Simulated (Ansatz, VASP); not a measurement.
# SiC (Moissanite 3C) in two plane-wave programs

One calculation is typed for both programs; each brings its own data sets. How far apart do they land? The cell is taken from a series of runs on this material, whose earlier steps may have relaxed, scaled, displaced or heated it; both programs get it as it stands.

Method: plane waves, with VASP 6.6.1 beside it; single point at RPBE, in Ansatz 0.2.0.

**1. The structure**

It takes space group F-43m (No. 216, cubic). Conventional cell: a = 4.358 Å, b = 4.358 Å, c = 4.358 Å, α = 90.00°, β = 90.00°, γ = 90.00°. Nearest to Si lie 4 C at 1.89 Å. Nearest to C lie 4 Si at 1.89 Å. Farther neighbours are not listed.

As a file:

```
Si C
1.0
     0.00000    2.17900    2.17900
     2.17900    0.00000    2.17900
     2.17900    2.17900    0.00000
Si C
1 1
Direct
  0.00000 0.00000 0.00000
  0.25000 0.25000 0.25000
```

**2. VASP: single point, RPBE**

A single point gives forces, pressure and levels at one fixed geometry, so differences don't come from the geometry; what else differs is listed under the comparison.

Lines of VASP's logs that name or quote its potential files are left out, and so is its time.

Input file INCAR:

```
SYSTEM = SiC
PREC = Accurate
ENCUT = 600
EDIFF = 1E-06
NELM = 120
ISMEAR = 0
SIGMA = 0.1
LREAL = .FALSE.
ALGO = Normal
GGA = RP
NBANDS = 10
LORBIT = 11
LWAVE = .FALSE.
LCHARG = .FALSE.
ISIF = 2
LASPH = .TRUE.
GGA_COMPAT = .FALSE.
EFERMI = MIDGAP
```

Input file POSCAR:

```
SiC
1.0
    0.0000000000      2.1790000000      2.1790000000
    2.1790000000      0.0000000000      2.1790000000
    2.1790000000      2.1790000000      0.0000000000
Si C
1 1
Direct
    0.0000000000      0.0000000000      0.0000000000
    0.2500000000      0.2500000000      0.2500000000
```

Input file KPOINTS:

```
Automatic mesh
0
Gamma
8 8 8
0 0 0
```

Potentials, in the order of the species: Si and C (PBE family, release 64).

Started as:

```
> mpirun -np 1 vasp_std
```

Numbers of over 12 decimals in the logs are rounded to 6 here.

Log:

```text
[banner, memory and clock lines left out]
running    1 mpi-ranks, on    1 nodes
 distrk:  each k-point on    1 cores,    1 groups
 distr:  one band on    1 cores,    1 groups

 POSCAR found type information on POSCAR SiC
 POSCAR found :  2 types and       2 ions
|                                                                             |
|               ----> ADVICE to this user running VASP <----                  |
|                                                                             |
|     You enforced a specific xc type in the INCAR file but a different       |
|     [... a line on the potential file left out ...]
|     I HOPE YOU KNOW WHAT YOU ARE DOING!                                     |
|                                                                             |

 LDA part: xc-table for (Slater+PW92), standard interpolation
 POSCAR, INCAR and KPOINTS ok, starting setup
 FFT: planning ... GRIDC
 FFT: planning ... GRID_SOFT
 FFT: planning ... GRID
 WAVECAR not read
 entering main loop
       N       E                     dE             d eps       ncg     rms          rms(c)
DAV:   1     0.453732986816E+01    0.45373E+01   -0.42708E+03   604   0.753E+02
DAV:   2    -0.154849248701E+02   -0.20022E+02   -0.19424E+02   770   0.115E+02
DAV:   3    -0.160928601597E+02   -0.60794E+00   -0.60673E+00   672   0.171E+01
DAV:   4    -0.160955758068E+02   -0.27156E-02   -0.27155E-02   664   0.140E+00
DAV:   5    -0.160955899988E+02   -0.14192E-04   -0.14192E-04   676   0.932E-02    0.932E+00
DAV:   6    -0.143638650080E+02    0.17317E+01   -0.63080E+00   602   0.121E+01    0.436E+00
DAV:   7    -0.143163696412E+02    0.47495E-01   -0.39812E-01   702   0.386E+00    0.192E+00
DAV:   8    -0.143140144692E+02    0.23552E-02   -0.19672E-02   606   0.107E+00    0.189E-01
DAV:   9    -0.143145307975E+02   -0.51633E-03   -0.15479E-03   730   0.267E-01    0.142E-01
DAV:  10    -0.143147213160E+02   -0.19052E-03   -0.31002E-04   618   0.126E-01    0.205E-02
DAV:  11    -0.143147251553E+02   -0.38392E-05   -0.55844E-05   668   0.419E-02    0.524E-03
DAV:  12    -0.143147260380E+02   -0.88274E-06   -0.22494E-06   552   0.112E-02
   1 F= -.14314726E+02 E0= -.14314726E+02  d E =-.402861E-23
```

From OUTCAR (step 2):

```text
ion  position               nearest neighbor table
   1  0.000  0.000  0.000-   2 1.89   2 1.89   2 1.89   2 1.89
   2  0.250  0.250  0.250-   1 1.89   1 1.89   1 1.89   1 1.89

  LATTYP: Found a face centered cubic cell.
 ALAT       =     4.3580000000

 Subroutine GETGRP returns: Found 24 space group operations
 (whereof 24 operations were pure point group operations)

The static configuration has the point symmetry T_d .

 Found     29 irreducible k-points:

   k-points           NKPTS =     29   k-points in BZ     NKDIM =     29   number of bands    NBANDS=     10

   dimension x,y,z NGX =    28 NGY =   28 NGZ =   28
   dimension x,y,z NGXF=    56 NGYF=   56 NGZF=   56

   ENCUT  =  600.0 eV  44.10 Ry    6.64 a.u.   6.15  6.15  6.15*2*pi/ulx,y,z

   NELECT =       8.0000    total number of electrons

 k-points in reciprocal lattice and weights: Automatic mesh
   0.00000000  0.00000000  0.00000000       0.002
   0.12500000  0.00000000  0.00000000       0.016
   0.25000000  0.00000000  0.00000000       0.016
   0.37500000  0.00000000  0.00000000       0.016
   0.50000000  0.00000000  0.00000000       0.008
   0.12500000  0.12500000  0.00000000       0.012
   0.25000000  0.12500000  0.00000000       0.047
   0.37500000  0.12500000  0.00000000       0.047
   0.50000000  0.12500000  0.00000000       0.047
[...]
-0.37500000  0.50000000  0.12500000       0.023
  -0.25000000  0.50000000  0.25000000       0.012

 average (electrostatic) potential at core
       1 -80.5057       2 -44.8750

 E-fermi :   8.8764

 k-point     1 :       0.0000    0.0000    0.0000
  band No.  band energies     occupation
      1      -7.2266      2.00000
      2       8.1941      2.00000
      3       8.1941      2.00000
      4       8.1941      2.00000
      5      14.4418      0.00000
      6      15.5505      0.00000
      7      15.5505      0.00000
      8      15.5505      0.00000
      9      22.6426      0.00000
    ...

 k-point     2 :       0.1250    0.0000    0.0000
  band No.  band energies     occupation
      1      -6.9224      2.00000
      2       6.7093      2.00000
      3       7.9949      2.00000
      4       7.9949      2.00000
      5      14.6975      0.00000
      6      15.9011      0.00000
      7      15.9011      0.00000
      8      16.0761      0.00000
      9      21.4467      0.00000
    ...

 k-point     3 :       0.2500    0.0000    0.0000
  band No.  band energies     occupation
      1      -6.0335      2.00000
      2       3.9030      2.00000
      3       7.5929      2.00000
      4       7.5929      2.00000
      5      14.2246      0.00000
      6      16.1403      0.00000
      7      16.1403      0.00000
      8      17.6057      0.00000
      9      21.2941      0.00000
    ...

  Total        0.7582417      0.7582417      0.7582417      0.0000000      0.0000000      0.0000000
  in kB       58.7106032     58.7106032     58.7106032      0.0000000      0.0000000      0.0000000
  external PRESSURE =      58.7106032 kB  Pullay stress =       0.0000000 kB

  energy-cutoff  :      600.00
  volume of cell :       20.69
      direct lattice vectors                 reciprocal lattice vectors
     0.000000000  2.179000000  2.179000000    -0.229463056  0.229463056  0.229463056
     2.179000000  0.000000000  2.179000000     0.229463056 -0.229463056  0.229463056
     2.179000000  2.179000000  0.000000000     0.229463056  0.229463056 -0.229463056

 POSITION                                       TOTAL-FORCE (eV/Angst)
 -----------------------------------------------------------------------------------
      0.00000      0.00000      0.00000         0.000000      0.000000      0.000000
      1.08950      1.08950      1.08950        -0.000000     -0.000000      0.000000
 -----------------------------------------------------------------------------------
    total drift:                               -0.000000     -0.000000     -0.000000

  FREE ENERGIE OF THE ION-ELECTRON SYSTEM (eV)
  ---------------------------------------------------
  free  energy   TOTEN  =       -14.3147260380 eV

  energy  without entropy=      -14.3147260380  energy(sigma->0) =      -14.31472604

 total charge
# of ion       s       p       d       tot
------------------------------------------
    1        0.708   0.971   0.000   1.680
    2        0.843   1.708   0.000   2.551
--------------------------------------------------
tot          1.551   2.680   0.000   4.231

[... 3 further parts left out ...]
```

The PAW data sets were made with PBE, which is usual practice but a small mismatch for other functionals.

**3. Ansatz: single point, RPBE**

Ansatz runs on its default PAW (the set named soft_2) files.

The same cell, functional, mesh and smearing now go to Ansatz, which takes its cutoff from its data sets.

Input file input.yaml:

```yaml
crystal:
  lattice:
    - [0.0, 2.179, 2.179]
    - [2.179, 0.0, 2.179]
    - [2.179, 2.179, 0.0]
  atoms:
    - { symbol: Si, position: [0.0, 0.0, 0.0] }
    - { symbol: C, position: [0.25, 0.25, 0.25] }
kpoints:
  mp_grid: { grid: [8, 8, 8] }
hamiltonian:
  xc: rpbe
scf:
  occupations: { method: gaussian, width: 0.1 }
output:
  forces: true
  stress: true
  eigenvalues: true
```

Started as:

```
> ansatz run input.yaml --threads 2 --pin off --max-ram 5120MiB --backend cpu --events-out ev --progress --plain --runs-dir out
```

Log:

```text
Engine: ansatz 0.2.0, aarch64-unknown-linux-gnu
Pseudopotentials: kind: paw
Pseudopotential: Si, paw, valence charge 4, recommended cutoff 420 eV (normal), Si.paw.azcp
Pseudopotential: C, paw, valence charge 4, recommended cutoff 420 eV (normal), C.paw.azcp
Functional definition: RPBE
  parameter kappa = 0.804
  parameter beta = 0.066725
  exchange = rpbe_x(kappa = kappa, mu = beta*pi^2/3)
  correlation = pbe_c(beta = beta)
Crystal: 2 atoms, lattice volume = 20.692 Å³
Basis set: ecut = 420 eV, 411 PW (Γ), exchange–correlation on 48×48×48 points (8 copies of the dense FFT grid, shifted against one another)
Bands: 8, of which v1, the nominal top of the filled ones, is band 4 counted from 1 (3 counted from 0)
Symmetry: 24 space group operations
Space group: F-43m (ITA 216), of the structure as read, at distance tolerance 2.7e-5 Å
k-points: 29 of 512 (time reversal used)
Non-local potential: Si, projectors of the file, l = 0: 2, l = 1: 2, l = 2: 2
Non-local potential: C, projectors of the file, l = 0: 2, l = 1: 2, l = 2: 1
PAW form: soft (Blöchl's): semilocal exchange-correlation on the pseudo side does not see the compensation charge
PAW frozen core: Si, regenerated for the run's functional, and the local potential with it (the file was generated under x = pbe(κ = 0.804, μ = 0.219515), c = pbe(β = 0.066725))
PAW frozen core: C, regenerated for the run's functional, and the local potential with it (the file was generated under x = pbe(κ = 0.804, μ = 0.219515), c = pbe(β = 0.066725))
PAW one-centre angular grid: Si, 110 points (default); XC on 64 Gauss nodes
PAW one-centre angular grid: C, 110 points (default); XC on 64 Gauss nodes
Initial density: superposition of atomic densities (neutral atoms: chi_scale 0, normalization atom), corrected by the library's trained network
Initial wavefunctions: pseudopotential atomic-orbital guess
Functional: x = rpbe, c = pbe(β = 0.066725)
SCF iter   1: F=—  HF=-891.469155 eV  |F-HF|=—  |Δ(HF+E_count)|=         —  Δρ=3.29e-3  dr2=1.31e-3  ethr=1.77e-3  ⟨swp⟩=5.3  Hψ=1866  notcnv=0
preconditioner: auto → none  [insulator: Δε(μ)=1.347 eV  Ē_g=14.101 eV  σ=0.100 eV  W_gap=1.00  n_scr=0 (ndim 8)  ℏωp=23.1 eV  f_vac=0.000  D(μ)=0.00/eV (n_scr^D=0)  ε∞_Penn≈3.7]
SCF iter   2: F=—  HF=-891.468935 eV  |F-HF|=—  |Δ(HF+E_count)|=   2.20e-4  Δρ=1.17e-3  dr2=1.71e-4  ethr=1.64e-5  ⟨swp⟩=1.9  Hψ=556  notcnv=0
SCF iter   3: F=—  HF=-891.468923 eV  |F-HF|=—  |Δ(HF+E_count)|=   1.20e-5  Δρ=5.37e-4  dr2=2.30e-5  ethr=2.14e-6  ⟨swp⟩=2.1  Hψ=351  notcnv=0
SCF iter   4: F=—  HF=-891.468932 eV  |F-HF|=—  |Δ(HF+E_count)|=   8.82e-6  Δρ=6.75e-5  dr2=4.39e-7  ethr=2.88e-7  ⟨swp⟩=2.7  Hψ=375  notcnv=0
iter 5 did not close the SCF: its close was put off for the readings that it lacked (scf_convergence_deferred on its scf_iter line)
SCF iter   5: F=-891.468933 eV  HF=-891.468933 eV  |F-HF|=4.13e-9  |Δ(HF+E_count)|=   7.21e-7  Δρ=9.78e-6  dr2=2.06e-8  ethr=5.49e-9  ⟨swp⟩=2.0  Hψ=344  notcnv=0
SCF iter   6: F=-891.468933 eV  HF=-891.468933 eV  |F-HF|=2.82e-10  |Δ(HF+E_count)|=   4.77e-9  Δρ=9.08e-7  dr2=9.20e-11  ethr=2.58e-10  ⟨swp⟩=2.1  Hψ=784  notcnv=0
SCF 1 converged in 6 iterations: F = -891.468933 eV  dr2 = 9.20e-11
  greatest PAW one-centre occupation: 0.649 electrons in one spin orbital (limit 2), on the C atom at site 1 (counted from 0), in its partial waves of l = 0
SCF converged after 6 iterations
Free energy (F): -891.468933 eV
Harris-Foulkes:  -891.468933 eV  (|F-HF|=2.82e-10)
Internal energy: -891.468933 eV  (E = F + TS)
E sigma→0 (E₀):  -891.468933 eV
Fermi energy:    10.267552 eV
--- Per-component energies (eV) ---
  E_band       = 29.431201
  E_kinetic    = 135.642322
  E_local      = -103.232767  (includes V_loc(G=0)·N_el)
  E_nonlocal   = 50.685432
  E_hartree    = 32.072947
  E_xc         = -105.678264
  E_vxc        = -109.325885  (∫ρ·V_xc dr)
  E_paw        = -616.136035  (= ΣΔE_a)
  E_vpaw       = -8.483732  (= ΣTr[D̂ρ^β])
  E_aug_tail   = 0.000011  (compensation charges beyond the density's cutoff)
  E_ewald      = -284.783780
  E_core_change = -0.038798  (= ΣΔE_core)
  E_smearing   = -0.000000  (= −TS)
  E_closure    = 0.000000  (closes the sum)
  Σ components = -891.468933   (vs F -891.468933, Δ=0.00e0)
--- Forces (eV/Å), atoms counted from 1 ---
  atom   1  Si     0.00000000     0.00000000    -0.00000000
  atom   2  C     -0.00000000     0.00000000    -0.00000000
  max |Σ_I F_I| component: 5.55e-17 eV/Å
--- Stress (GPa, compression-positive) ---
        6.537639       0.000000      -0.000000
        0.000000       6.537639       0.000000
       -0.000000       0.000000       6.537639
  P = ⅓ Tr σ = 6.5376 GPa (65.376 kbar)
--- Band table (eV; the first three rows and the last of 29) ---
  k-point 0: bands = ["-5.8519", "9.5828", "9.5828", "9.5828", "15.8016", "16.9335", "16.9335", "16.9335"]
  k-point 1: bands = ["-5.5475", "8.0942", "9.3822", "9.3822", "16.0668", "17.2853", "17.2853", "17.4536"]
  k-point 2: bands = ["-4.6582", "5.2830", "8.9772", "8.9772", "15.6030", "17.5295", "17.5295", "18.9784"]
  k-point 28: bands = ["-0.6386", "2.5755", "4.6011", "4.8995", "14.8153", "19.0511", "19.1075", "19.4167"]
```

The run ends at a pressure of 6.54 GPa.

**4. Differences**

Known differences besides the potentials themselves: the cutoff is 420 eV in Ansatz and 600 eV in VASP; Ansatz makes its cores anew for this functional, VASP keeps those of its PBE data sets. Total energies have different zeros and are not compared.

The two programs side by side:

```
              quantity  Ansatz   VASP  difference
        pressure (GPa)    6.54   5.87       +0.67
gap on the k mesh (eV)   1.370  1.365      +0.005
```

A gap on the mesh is an upper bound, since the band edges may lie between its points.

**5. Results**

```
difference in gap on the k mesh (single point, RPBE) : 0.0049 eV
difference in pressure (single point, RPBE)          : 0.67 GPa
```

In words: The difference in pressure is 0.67 GPa (single point, RPBE), within the 1 GPa picked in this series as the mark of a large difference. How closely two codes agree says nothing of how well the functional describes the real material.

[Lines on the potential files, build, host, timing and source positions are cut from VASP's logs without a mark.]

[Logs are printed without paths, hosts, clocks, repeated set-up lines and the standing remarks that a program may print on its own settings, such as how far it seeks lower states.]

[Hosts, paths, dates, database ids (printed as entryN), source tags and the programs' standing remarks are cut or masked in the printed files.]
